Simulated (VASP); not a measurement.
```xyz
6
Lattice="3.9464 0.0000 0.0000 -1.9732 3.4176 0.0000 0.0000 0.0000 7.7421" Properties=species:S:1:pos:R:3 pbc="T T T"
Ce     1.9732     1.1392     5.8065
Ce     0.0000     2.2784     1.9355
H      1.9732     1.1392     1.9355
H      0.0000     2.2784     5.8065
Se     0.0000     0.0000     0.0000
Se     0.0000     0.0000     3.8710
```

The numbers are results of PBEsol GGA with spin-orbit coupling, VASP's PBE PAW potentials (set 64) (plane waves; VASP 6.6.1), not measurements. Settings: 400 eV cut-off, 8×8×4 Γ-centred mesh, Gaussian smearing of 0.050 eV, potentials Ce H Se.

The run has a spin-polarised start.

Problem. What does the run give for the energy per atom (σ→0), band gap (over mesh and band path) with the smallest direct gap where there is one?

Solution. 
The band gap (over mesh and band path) is none (metal, semimetal or under 0.01 eV) and the energy per atom (σ→0) is -6.071 eV/atom.

The absolute energy has meaning only against runs of the same code, potentials and settings.

The structure comes from a computed database's CeHSe entry (P6_3/mmc); how it stands against other phases isn't given here. It was relaxed first, which changed the volume by -8 %.
